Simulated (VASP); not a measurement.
Here is the system:

```
BeTe
1.0
    3.38613     0.00000     0.00000
   -1.69307     2.93247     0.00000
    0.00000     0.00000     5.47560
Be Te
2 2
Cartesian
  0.00000   0.00000   0.00000
  0.00000   0.00000   2.73780
  0.00000   1.95498   1.36890
  1.69307   0.97749   4.10670
```

All values below come from PBEsol GGA, VASP's PBE PAW potentials (set 64) (plane waves; VASP). Run with 500 eV cut-off, 10×10×6 Γ-centred mesh, first-order Methfessel-Paxton smearing of 0.10 eV, potentials Be Te.

Unless said otherwise, spin-orbit coupling is left out, though it shifts the bands of the heavy elements here.

Question: What does the run give for the energy per atom (σ→0), pressure, band gap (on the k-mesh) with the smallest direct gap where there is one?

Answer: 
| Item | Value |
|---|---|
| band gap (on the k-mesh) | none (metal, semimetal or under 0.01 eV) |
| energy per atom (σ→0) | -3.132 eV/atom |
| pressure | 45.01 GPa |

Total energies compare only between runs with the same potentials, cut-off and functional.

The structure was generated: BeTe was put into the NiAs type type (P6_3/mmc), which need not be its known phase. It was relaxed first under an external pressure of 45 GPa.
